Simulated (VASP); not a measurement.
Data:

```
AgCl
1.0
    3.84999     0.00000     0.00000
    0.00000     5.44470     0.00000
    0.00000     0.00000    26.26538
Ag Cl
6 6
Direct
  0.00000   0.00000   0.31677
  0.50000   0.50000   0.39006
  0.00000   0.00000   0.46336
  0.50000   0.50000   0.53665
  0.00000   0.00000   0.60994
  0.50000   0.50000   0.68322
  0.50000   0.00000   0.39006
  0.00000   0.50000   0.31677
  0.50000   0.00000   0.53665
  0.00000   0.50000   0.46336
  0.50000   0.00000   0.68322
  0.00000   0.50000   0.60994
```

These are PBEsol GGA, VASP's PBE PAW potentials (set 64) (plane waves; VASP) values and carry that method's errors. Run with PREC = Normal, EDIFF = 1E-5, 400 eV cut-off, 5×4×1 Γ-centred mesh, Gaussian smearing of 0.050 eV, potentials Ag Cl.

Problem. The ions are relaxed. What does this cell relax into?

Solution. 
```
AgCl
1.0
    3.84999     0.00000     0.00000
    0.00000     5.44470     0.00000
    0.00000     0.00000    26.26538
Ag Cl
6 6
Direct
  0.00000   0.00000   0.32718
  0.50000   0.50000   0.38229
  0.00000   0.00000   0.46929
  0.50000   0.50000   0.53071
  0.00000   0.00000   0.61771
  0.50000   0.50000   0.67282
  0.50000   0.00000   0.39422
  0.00000   0.50000   0.31359
  0.50000   0.00000   0.54009
  0.00000   0.50000   0.45991
  0.50000   0.00000   0.68641
  0.00000   0.50000   0.60578
```

Problem. How much energy does the relaxation gain?

Solution. The energy (σ→0) changes by -10.0 meV/atom, in 14 ionic steps.

The cell is a thin slab with vacuum, built from AgCl (rock salt): (110) face.
